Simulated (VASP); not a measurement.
**HfC with PBEsol: from relaxation to properties**

Aim: relax HfC, then compute properties on the relaxed cell. The steps: relaxing cell and atoms (PBEsol), second relaxation, single point with fields (PBEsol), bands along the symmetry lines (PBEsol), density of states (PBEsol), volume scan with PBEsol, fit for PBEsol and independent-particle dielectric function (PBEsol). The start is a cell from a database of measured crystal structures.

Method: PBEsol; plane waves and PAW (Hf_pv, C), in VASP 6.6.1.

Most raw output is cut from this account.

The database entry behind the starting cell differs from later determinations by our own check (about 0.2 % long), so it need not match the best structure at ambient conditions.

## 1. The structure

Before any relaxation, the start is as follows. It takes space group Fm-3m (No. 225, cubic). The conventional cell has a = 4.650 Å, b = 4.650 Å, c = 4.650 Å, α = 90.00°, β = 90.00°, γ = 90.00°. Hf has 6 C at 2.33 Å nearest. Nearest to C lie 6 Hf at 2.33 Å. Farther neighbours are not listed.

## 2. Relaxing cell and atoms (PBEsol)

Properties are meant for the cell that this level of theory prefers, so cell and atoms are relaxed first (ISIF = 3) until forces and stress are small; EDIFFG sets the threshold. PBEsol restores the gradient expansion of exchange and is tuned for the cells of solids.

Contents of INCAR:

```
SYSTEM = HfC
PREC = Accurate
ENCUT = 520
EDIFF = 1E-06
NELM = 100
ISMEAR = 0
SIGMA = 0.05
LREAL = .FALSE.
ALGO = Normal
GGA = PS
NBANDS = 13
LASPH = .TRUE.
LORBIT = 11
LWAVE = .FALSE.
LCHARG = .FALSE.
KPAR = 2
IBRION = 2
NSW = 60
ISIF = 3
EDIFFG = -0.01
```

Contents of POSCAR:

```
HfC
1.0
    0.0000000000      2.3250000000      2.3250000000
    2.3250000000      0.0000000000      2.3250000000
    2.3250000000      2.3250000000      0.0000000000
Hf C
1 1
Direct
    0.5000000000      0.5000000000      0.5000000000
    0.0000000000      0.0000000000      0.0000000000
```

Contents of KPOINTS:

```
Automatic mesh
0
Gamma
8 8 8
0 0 0
```

PAW data sets: Hf_pv and C (PBE family, release 64).

Command:

```console
> mpirun -np 2 vasp_std
```

It took 13 s on 2 MPI ranks of AMD EPYC 7R43, shared host; peak memory 0.23 GiB; 25 s of CPU time.

The k-mesh is coarse for a metal. Harder data sets than Hf_pv exist (the GW ones), and pressures, volumes and forces can shift noticeably with them. The PAW data sets were made with PBE, which is usual practice but a small mismatch for other functionals. The run keeps the 48 symmetry operations of its start, so it cannot find a distortion of lower symmetry.

The steps of the relaxation:

```
step  energy less that of the first step (eV)  largest force (eV/Å)  pressure (GPa)  volume (Å³)
   1                                   0.0000                0.0000           -6.95        25.14
   2                                   0.0358                0.0000           14.39        23.20
   3                                  -0.0160                0.0000           -0.21        24.42
   4                                  -0.0160                0.0000            0.13        24.40
```

```
conventional cell, symmetrised  before  after  change
                         a (Å)   4.650  4.604  -1.0 %
                         b (Å)   4.650  4.604  -1.0 %
                         c (Å)   4.650  4.604  -1.0 %
              volume (Å³/atom)   12.57  12.20  -2.9 %
```

Final coordinates:

```xyz
2
Lattice="0.0000 2.3022 2.3022 2.3022 0.0000 2.3022 2.3022 2.3022 0.0000" Properties=species:S:1:pos:R:3 pbc="T T T"
Hf    2.3022    2.3022    2.3022
C     0.0000    0.0000    0.0000
```

This step gave:

- electrons: 14
- bands: 13
- irreducible k-points: 29
- symmetry operations: 48
- free energy (TOTEN): -22.19 eV
- energy at zero smearing: -22.19 eV
- Fermi energy: 5.986 eV
- pressure: 0.1259 GPa
- metallic: yes
- SCF cycles over all ionic steps: 30

It ends with forces that vanish by symmetry and a pressure of 0.13 GPa. The volume lies -2.9 % from that of the database's start, which holds the thermal and zero-point expansion of its experiment.

## 3. Second relaxation

The basis stayed that of the start cell while the cell moved. A rerun from the cell reached resets it; the error of the finite cutoff stays.

INCAR is that of step 2.

Contents of POSCAR:

```
HfC
1.0
    0.0000000000      2.3022337384      2.3022337384
    2.3022337384      0.0000000000      2.3022337384
    2.3022337384      2.3022337384      0.0000000000
Hf C
1 1
Direct
    0.5000000000      0.5000000000      0.5000000000
    0.0000000000      0.0000000000      0.0000000000
```

KPOINTS is that of step 2.

Command:

```console
> mpirun -np 2 vasp_std
```

The job ended after 5.4 s (2 MPI ranks; peak memory 0.22 GiB).

Little changed from the start: no atom moved by 0.005 Å and no cell edge by 0.1 %.

This step gave:

| Item | Value |
| --- | --- |
| pressure | 0.1121 GPa |
| SCF cycles over all ionic steps | 12 |

It ends with forces that vanish by symmetry and a pressure of 0.11 GPa. The volume moved by under 0.01 %: the run met its threshold at the first step.

## 4. Single point with fields (PBEsol)

The relaxed cell gets a fresh self-consistent run, on a basis set for its own volume, to fix the density and to check the remaining stress.

Changes to INCAR since step 3:

```diff
@@ -14,7 +14,5 @@
 LWAVE = .FALSE.
-LCHARG = .FALSE.
-KPAR = 2
-IBRION = 2
-NSW = 60
-ISIF = 3
-EDIFFG = -0.01
+LCHARG = .TRUE.
+ISIF = 2
+LELF = .TRUE.
+LVHAR = .TRUE.
```

POSCAR is that of step 3.

KPOINTS is that of step 3.

Command:

```console
> mpirun -np 2 vasp_std
```

Run time: 6.2 s. Hardware: 2 MPI ranks; peak memory 0.19 GiB; 11 s of CPU time.

Numbers from this step:

```
SCF cycles : 12
bands      : 14
pressure   : 0.1134 GPa
```

Valence electrons inside each PAW sphere by angular momentum. Sphere charges, by row:

```
atom  s (e)  p (e)  d (e)  tot (e)
 Hf1  0.319  6.661  1.729    8.709
  C2  0.871  1.517      0    2.388
```

Electrostatic potential energy in the ac plane of the conventional cell at fractional y = 0.000, with atoms of Hf and C within 0.2 Å of it. With pseudopotentials it is smooth inside the atoms' cores, unlike the true potential.

Ten even steps from '0' (-41 eV) to '9' (0 eV), each cell a mean:
```
10887544468950
37997655578985
89999777789999
78999988999988
66799987999876
45689700399754
34678316078754
44689501088754
55789853799765
77899998999977
89999887899998
79998766679998
03997544568970
60787543467831
```
Columns run along a (4.6 Å; values clipped at the 3rd and 97th percentile), rows up along c (4.6 Å), edges of the conventional cell, whose origin can differ from the input's. Atoms in or near the plane, at fractional coordinates: Hf at (0.50, 0.00), Hf at (0.00, 0.50), C at (0.00, 0.00), C at (0.50, 0.50).

Valence density in the ac plane of the conventional cell at fractional y = 0.000, with atoms of Hf and C within 0.2 Å of it. It is the smooth field of the valence electrons, not physical close to the nuclei.

Ten even steps from '0' (0.2 e/Å³) to '9' (3.5 e/Å³), each cell a mean:
```
43101599730124
32000256410012
10000011100001
10000000000000
32000011100013
86200233210147
98311343310169
97301244310159
64100123200025
11000011000001
00000001000000
11000133200001
32101478620023
33101699831134
```
Columns run along a (4.6 Å), rows up along c (4.6 Å), edges of the conventional cell, whose origin can differ from the input's. Atoms in or near the plane, at fractional coordinates: Hf at (0.50, 0.00), Hf at (0.00, 0.50), C at (0.00, 0.00), C at (0.50, 0.50).

ELF in the ac plane of the conventional cell at fractional y = 0.000, with atoms of Hf and C within 0.2 Å of it. It is the smooth field of the valence electrons, not physical close to the nuclei.

Ten even steps from '_' (0.02) to '@' (0.78), each cell a mean:
```
--%%@@====++..__--++--##@@++
@@@@@@==::==++++++--::##@@@@
####**--..::====--..::++####
--::::::--====++====--::::--
++==::::**@@@@@@@@%%==..--++
::====::##@@%%**@@@@==--++--
__::++--##@@--..**@@++==++__
__--++--##@@++--%%@@====++..
++++--::##@@@@@@@@@@==::==++
==--..::++########**--..::==
++====--::::----::::::--====
@@@@%%==..--++++==::::**@@@@
**@@@@==--++--::====::##@@%%
..**@@++==++____::++--##@@--
```
Columns run along a (4.6 Å), rows up along c (4.6 Å), edges of the conventional cell, whose origin can differ from the input's. Atoms in or near the plane, at fractional coordinates: Hf at (0.50, 0.00), Hf at (0.00, 0.50), C at (0.00, 0.00), C at (0.50, 0.50).

In this run the pressure is 0.11 GPa, small enough to go on.

## 5. Bands along the symmetry lines (PBEsol)

Levels along the symmetry lines show where the bands peak and cross; KPOINTS_OPT computes them in the converged potential.

Contents of INCAR:

```
SYSTEM = HfC
PREC = Accurate
ENCUT = 520
EDIFF = 1E-06
NELM = 100
ISMEAR = 0
SIGMA = 0.05
LREAL = .FALSE.
ALGO = Normal
GGA = PS
NBANDS = 19
LASPH = .TRUE.
LORBIT = 11
LWAVE = .FALSE.
LCHARG = .FALSE.
KPAR = 2
```

POSCAR is that of step 4.

KPOINTS is that of step 4.

Contents of KPOINTS_OPT:

```
Line mode
16
Line-mode
Reciprocal
  0.00000000   0.00000000   0.00000000 GAMMA
  0.50000000   0.00000000   0.50000000 X

  0.50000000   0.00000000   0.50000000 X
  0.50000000   0.25000000   0.75000000 W

  0.50000000   0.25000000   0.75000000 W
  0.37500000   0.37500000   0.75000000 K

  0.37500000   0.37500000   0.75000000 K
  0.00000000   0.00000000   0.00000000 GAMMA

  0.00000000   0.00000000   0.00000000 GAMMA
  0.50000000   0.50000000   0.50000000 L

  0.50000000   0.50000000   0.50000000 L
  0.62500000   0.25000000   0.62500000 U

  0.62500000   0.25000000   0.62500000 U
  0.50000000   0.25000000   0.75000000 W

  0.50000000   0.25000000   0.75000000 W
  0.50000000   0.50000000   0.50000000 L

  0.50000000   0.50000000   0.50000000 L
  0.37500000   0.37500000   0.75000000 K

  0.62500000   0.25000000   0.62500000 U
  0.50000000   0.00000000   0.50000000 X
```

Command:

```console
> mpirun -np 2 vasp_std
```

The job ended after 20 s (2 MPI ranks; peak memory 0.25 GiB; 38 s of CPU time).

Spin-orbit coupling is off here; with elements this heavy it splits and shifts levels by tenths of an eV or more.

Numbers from this step:

| Quantity | Value |
| --- | --- |
| bands | 19 |
| pressure | 0.1237 GPa |

The electronic bands at the labelled points (eV, zero at the Fermi level; # counts the bands kept):

```
          point      #1     #2     #3     #4     #5    #6    #7    #8
              Γ  -12.39   1.09   1.09   1.09   1.40  1.40  1.40  3.50
0.47 of the way  -10.91  -3.47  -0.42  -0.36  -0.36  4.30  5.23  5.23
              X  -10.44  -2.50  -1.88   0.00   0.00  5.52  7.01  7.01
0.47 of the way  -10.12  -2.59  -2.34  -1.54   1.18  6.23  6.61  7.01
              W   -9.64  -3.03  -2.69  -2.69   3.79  3.79  7.02  7.36
0.47 of the way   -9.69  -3.33  -2.69  -2.17   2.51  4.99  6.89  7.74
              K   -9.74  -3.54  -2.67  -1.62   1.62  5.99  6.40  8.60
0.47 of the way  -10.13  -4.05  -2.44  -2.09   3.02  4.17  5.35  6.21
              Γ  -12.39   1.09   1.09   1.09   1.40  1.40  1.40  3.50
0.47 of the way  -11.06  -2.74  -1.60  -1.60   2.94  2.94  2.98  7.46
              L   -8.41  -6.26  -3.04  -3.04   5.51  5.51  6.00  6.71
0.47 of the way   -8.90  -5.44  -2.83  -2.64   3.88  5.46  5.64  8.97
              U   -9.74  -3.54  -2.67  -1.62   1.62  5.99  6.40  8.60
0.47 of the way   -9.70  -3.38  -2.68  -2.07   2.33  5.15  6.84  7.85
              W   -9.64  -3.03  -2.69  -2.69   3.79  3.79  7.02  7.36
0.47 of the way   -9.14  -4.91  -2.75  -2.45   3.97  4.23  6.33  9.26
              L   -8.41  -6.26  -3.04  -3.04   5.51  5.51  6.00  6.71
0.47 of the way   -8.90  -5.44  -2.83  -2.64   3.88  5.46  5.64  8.97
              K   -9.74  -3.54  -2.67  -1.62   1.62  5.99  6.40  8.60
      jump to U   -9.74  -3.54  -2.67  -1.62   1.62  5.99  6.40  8.60
0.47 of the way  -10.22  -2.57  -2.42  -0.66   0.42  6.63  6.70  6.83
              X  -10.44  -2.50  -1.88   0.00   0.00  5.52  7.01  7.01
```

Of the projections kept (Hf, C), the largest for each band there; the rest of the weight can lie on other orbitals:

```
point      #1       #2       #3       #4       #5       #6       #7       #8
    Γ  C 0.58   C 0.88   C 0.88   C 0.88  Hf 1.00  Hf 1.00  Hf 1.00  Hf 1.00
    X  C 0.63  Hf 0.61  Hf 1.00   C 0.65   C 0.65  Hf 1.00  Hf 1.00  Hf 1.00
    W  C 0.65  Hf 0.52  Hf 0.69  Hf 0.69  Hf 0.70  Hf 0.70  Hf 1.00  Hf 0.99
    K  C 0.65  Hf 0.68  Hf 0.65  Hf 0.51  Hf 0.75  Hf 1.00  Hf 0.79  Hf 0.90
    Γ  C 0.58   C 0.88   C 0.88   C 0.88  Hf 1.00  Hf 1.00  Hf 1.00  Hf 1.00
    L  C 0.69  Hf 0.68  Hf 0.59  Hf 0.59  Hf 0.96  Hf 0.96  Hf 0.77  Hf 0.81
```

There is no gap at this level.

## 6. Density of states (PBEsol)

Here the states are counted by energy and projected on the atoms. The mesh is finer than in the run before.

Changes to INCAR since step 5:

```diff
@@ -5,3 +5,3 @@
 NELM = 100
-ISMEAR = 0
+ISMEAR = -5
 SIGMA = 0.05
@@ -16 +16,2 @@
 KPAR = 2
+NEDOS = 2001
```

POSCAR is that of step 5.

Contents of KPOINTS:

```
Automatic mesh
0
Gamma
12 12 12
0 0 0
```

Command:

```console
> mpirun -np 2 vasp_std
```

Run time: 13 s. Hardware: 2 MPI ranks; peak memory 0.25 GiB.

With tetrahedra the forces and stress of a metal are not exact derivatives of the energy.

Numbers from this step:

| Item | Value |
| --- | --- |
| irreducible k-points | 72 |
| free energy (TOTEN) | -22.20 eV |
| Fermi energy | 6.066 eV |
| pressure | 0.07457 GPa |
| DOS at the Fermi level | 0.2470 states/eV/cell |

The density of states has structure finer than the step of the table below, so its rows give means over 0.5 eV, whole bins alone (the curve runs from -12.0 to 3.36 eV). Peaks (eV: height): total -9.71: 1.51, -2.80: 5.32; Hf d -9.71: 0.185, -2.80: 1.27; C p -2.80: 1.30; Hf p -9.43: 0.152, -2.80: 1.04; Hf s -10.37: 0.0663, -4.88: 0.102.

States under -12.0 eV and over 3.4 eV are left out. The density of states by energy, zero at the Fermi level; means over each step; values in states/eV/cell:

```
energy (eV)    total     Hf d      C p     Hf p     Hf s      C s
      -11.5    0.147   7.3e-4   7.6e-4  0.00740   0.0268   0.0490
      -11.0    0.226  0.00328  0.00146   0.0162   0.0351   0.0786
      -10.5    0.574   0.0493  0.00250   0.0375   0.0511    0.221
      -10.0     1.08    0.125  0.00420   0.0791   0.0535    0.443
       -9.5     1.36    0.146  0.00449    0.137   0.0334    0.584
       -9.0    0.471   0.0299  0.00198   0.0684  0.00898    0.208
       -8.5   0.0392   8.9e-4   1.4e-4  0.00719   5.6e-4   0.0177
       -8.0        0        0        0        0        0        0
       -7.5        0        0        0        0        0        0
       -7.0        0        0        0        0        0        0
       -6.5  0.00162   2.8e-4   2.8e-4   1.6e-5   2.8e-4   1.6e-5
       -6.0    0.116   0.0203   0.0206  0.00293   0.0194  0.00205
       -5.5    0.302   0.0542   0.0558   0.0120   0.0456  0.00613
       -5.0    0.635    0.120    0.126   0.0313   0.0839   0.0128
       -4.5    0.833    0.161    0.174   0.0561   0.0932   0.0175
       -4.0    0.875    0.169    0.197   0.0828   0.0772   0.0171
       -3.5    0.582    0.106    0.136   0.0771   0.0401   0.0104
       -3.0     1.89    0.502    0.478    0.281   0.0151  0.00963
       -2.5     3.26    0.970    0.832    0.383  0.00996  0.00946
       -2.0     1.57    0.502    0.403    0.127  0.00781  0.00567
       -1.5    0.893    0.258    0.254   0.0741  0.00489  0.00371
       -1.0    0.593    0.148    0.184   0.0568  0.00269  0.00211
       -0.5    0.337   0.0717    0.112   0.0371  0.00101   8.6e-4
        0.0    0.228   0.0516   0.0716   0.0250   9.4e-4   5.3e-4
        0.5    0.299   0.0935   0.0734   0.0249  0.00257  0.00120
        1.0    0.386    0.159   0.0701   0.0193  0.00403  0.00192
        1.5    0.518    0.252   0.0729   0.0149  0.00569  0.00286
        2.0    0.564    0.288   0.0736   0.0114  0.00702  0.00389
        2.5    0.642    0.338   0.0804  0.00929  0.00870  0.00541
        3.0    0.768    0.418   0.0915  0.00913   0.0113  0.00784
```

The finer mesh and the other smearing move the Fermi level by +0.08 eV from the 8×8×8 run, one measure of the sampling error in the zero of the bands above. Of the states within 0.3 eV of the Fermi level, the largest shares in the PAW spheres are C p 31 %, Hf d 23 % and Hf p 11 %. The rest lies in smaller channels or between the spheres.

## 7. Volume scan with PBEsol, volume scale 0.94

An equation of state needs energies on both sides of the minimum, all on one mesh and cutoff.

Contents of INCAR:

```
SYSTEM = HfC
PREC = Accurate
ENCUT = 520
EDIFF = 1E-06
NELM = 100
ISMEAR = 0
SIGMA = 0.05
LREAL = .FALSE.
ALGO = Normal
GGA = PS
NBANDS = 13
LASPH = .TRUE.
LORBIT = 11
LWAVE = .FALSE.
LCHARG = .FALSE.
KPAR = 2
ISIF = 2
```

Contents of POSCAR:

```
HfC
1.0
    0.0000000000      2.2552361892      2.2552361892
    2.2552361892      0.0000000000      2.2552361892
    2.2552361892      2.2552361892      0.0000000000
Hf C
1 1
Direct
    0.5000000000      0.5000000000      0.5000000000
    0.0000000000      0.0000000000      0.0000000000
```

Contents of KPOINTS:

```
Automatic mesh
0
Gamma
8 8 8
0 0 0
```

Command:

```console
> mpirun -np 2 vasp_std
```

The job ended after 5.4 s (2 MPI ranks; peak memory 0.21 GiB).

The scan keeps the cell's shape and the fractional positions fixed.

Numbers from this step:

* bands: 13
* irreducible k-points: 29
* free energy (TOTEN): -22.11 eV
* energy at zero smearing: -22.11 eV
* Fermi energy: 6.478 eV
* pressure: 17.93 GPa

The pressure here is 17.93 GPa.

## 8. Volume scan with PBEsol, volume scale 0.96

INCAR is that of step 7.

Contents of POSCAR:

```
HfC
1.0
    0.0000000000      2.2711186574      2.2711186574
    2.2711186574      0.0000000000      2.2711186574
    2.2711186574      2.2711186574      0.0000000000
Hf C
1 1
Direct
    0.5000000000      0.5000000000      0.5000000000
    0.0000000000      0.0000000000      0.0000000000
```

KPOINTS is that of step 7.

Command:

```console
> mpirun -np 2 vasp_std
```

The job ended after 5.2 s (2 MPI ranks; peak memory 0.21 GiB; 9.2 s of CPU time).

Numbers from this step:

```
free energy (TOTEN)     : -22.16 eV
energy at zero smearing : -22.16 eV
Fermi energy            : 6.312 eV
pressure                : 11.36 GPa
```

The pressure falls from 17.93 to 11.36 GPa.

The run ends at a pressure of 11.36 GPa.

## 9. Volume scan with PBEsol, volume scale 0.98

INCAR is that of step 8.

Contents of POSCAR:

```
HfC
1.0
    0.0000000000      2.2867820397      2.2867820397
    2.2867820397      0.0000000000      2.2867820397
    2.2867820397      2.2867820397      0.0000000000
Hf C
1 1
Direct
    0.5000000000      0.5000000000      0.5000000000
    0.0000000000      0.0000000000      0.0000000000
```

KPOINTS is that of step 8.

Command:

```console
> mpirun -np 2 vasp_std
```

It took 5.2 s on 2 MPI ranks; peak memory 0.21 GiB.

The pressure falls from 11.36 to 5.45 GPa.

The run ends at a pressure of 5.45 GPa.

## 10. Volume scan with PBEsol, volume scale 1

INCAR is that of step 9.

Contents of POSCAR:

```
HfC
1.0
    0.0000000000      2.3022337384      2.3022337384
    2.3022337384      0.0000000000      2.3022337384
    2.3022337384      2.3022337384      0.0000000000
Hf C
1 1
Direct
    0.5000000000      0.5000000000      0.5000000000
    0.0000000000      0.0000000000      0.0000000000
```

KPOINTS is that of step 9.

Command:

```console
> mpirun -np 2 vasp_std
```

It took 5.2 s on 2 MPI ranks; peak memory 0.21 GiB.

The pressure falls from 5.45 to 0.11 GPa.

The run ends at a pressure of 0.11 GPa.

## 11. Volume scan with PBEsol, volume scale 1.02

INCAR is that of step 10.

Contents of POSCAR:

```
HfC
1.0
    0.0000000000      2.3174807638      2.3174807638
    2.3174807638      0.0000000000      2.3174807638
    2.3174807638      2.3174807638      0.0000000000
Hf C
1 1
Direct
    0.5000000000      0.5000000000      0.5000000000
    0.0000000000      0.0000000000      0.0000000000
```

KPOINTS is that of step 10.

Command:

```console
> mpirun -np 2 vasp_std
```

Elapsed: 5.4 s, on 2 MPI ranks; peak memory 0.22 GiB; 9.4 s of CPU time.

The pressure falls from 0.11 to -4.72 GPa, so it vanishes between these two volumes.

## 12. Volume scan with PBEsol, volume scale 1.04

INCAR is that of step 11.

Contents of POSCAR:

```
HfC
1.0
    0.0000000000      2.3325297619      2.3325297619
    2.3325297619      0.0000000000      2.3325297619
    2.3325297619      2.3325297619      0.0000000000
Hf C
1 1
Direct
    0.5000000000      0.5000000000      0.5000000000
    0.0000000000      0.0000000000      0.0000000000
```

KPOINTS is that of step 11.

Command:

```console
> mpirun -np 2 vasp_std
```

Run time: 7.4 s. Hardware: 2 MPI ranks; peak memory 0.25 GiB.

The pressure falls from -4.72 to -9.10 GPa.

The run ends at a pressure of -9.10 GPa.

## 13. Volume scan with PBEsol, volume scale 1.06

A prediction first. A parabola through the 6 pressures of evenly scaled cells so far, P = 0.10 -254.8 t +534 t² GPa with t = ln(V/V₁) and V₁ the volume at scale 1, gives -12.94 GPa at t = +0.0583.

INCAR is that of step 12.

Contents of POSCAR:

```
HfC
1.0
    0.0000000000      2.3473870399      2.3473870399
    2.3473870399      0.0000000000      2.3473870399
    2.3473870399      2.3473870399      0.0000000000
Hf C
1 1
Direct
    0.5000000000      0.5000000000      0.5000000000
    0.0000000000      0.0000000000      0.0000000000
```

KPOINTS is that of step 12.

Command:

```console
> mpirun -np 2 vasp_std
```

Elapsed: 7.4 s, on 2 MPI ranks; peak memory 0.25 GiB; 13 s of CPU time.

The pressure falls from -9.10 to -13.07 GPa. The parabola predicted -12.94 GPa, +0.13 GPa off.

[end of part 1 of 2]

[Lines on the potential files, build, host, timing and source positions are cut from VASP's logs without a mark.]

[Logs are printed without paths, hosts, clocks, repeated set-up lines and the standing remarks that a program may print on its own settings, such as how far it seeks lower states.]

[Hosts, paths, dates, database ids (printed as entryN), source tags and the programs' standing remarks are cut or masked in the printed files.]

[A measured line is paired with the nearest computed mode of its activity, which favours agreement.]
